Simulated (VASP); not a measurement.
Input:

```
CELL_PARAMETERS angstrom
      4.42726     0.00000     0.00000
      0.00000     4.42726     0.00000
      0.00000     0.00000     4.42726
ATOMIC_POSITIONS crystal
  Co 0.85509 0.64491 0.35509
  Co 0.35509 0.85509 0.64491
  Co 0.14491 0.14491 0.14491
  Co 0.64491 0.35509 0.85509
  Si 0.15678 0.34322 0.65678
  Si 0.65678 0.15678 0.34322
  Si 0.84322 0.84322 0.84322
  Si 0.34322 0.65678 0.15678
```

Calculation: PBE GGA, VASP's PBE PAW potentials (set 64) (plane waves; VASP 6.6.1). Numerical set-up: 400 eV cut-off, 8×8×8 Γ-centred mesh, tetrahedra with Blöchl corrections, potentials Co Si.

Task: Estimate the energy per atom (σ→0), band gap (on the k-mesh) with the smallest direct gap where there is one.

Result: 
```json
{
 "band gap (on the k-mesh)": "none (metal, semimetal or under 0.01 eV)",
 "energy per atom (σ→0)": "-6.844 eV/atom"
}
```

Only differences to runs with the same potentials and settings are physical.

The compound is CoSi in the B20 structure. It was relaxed first. The run is not spin-polarised, so no magnetic state was tried.
